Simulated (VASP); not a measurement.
Given:

```
EuS
1.0
    0.00000     2.88859     2.88859
    2.88859     0.00000     2.88859
    2.88859     2.88859     0.00000
Eu S
1 1
Direct
  0.00000   0.00000   0.00000
  0.50000   0.50000   0.50000
```

These are PBEsol GGA, VASP's PBE PAW potentials (set 64) (plane waves; VASP 6.6.1) values and carry that method's errors. Settings: 400 eV cut-off, 7×7×7 Γ-centred mesh, Gaussian smearing of 0.050 eV, potentials Eu_2 S.

The 4f electrons are frozen in the core of the lanthanide potential, so 4f levels, which can set the real gap, and their magnetism are missing.

Estimate the energy per atom (σ→0).

| Item | Value |
|---|---|
| energy per atom (σ→0) | -5.665 eV/atom |

Only differences to runs with the same potentials and settings are physical.

The compound is EuS in the rock salt structure. It was relaxed first, which changed the volume by -9 %. The start is the result of an earlier pass.
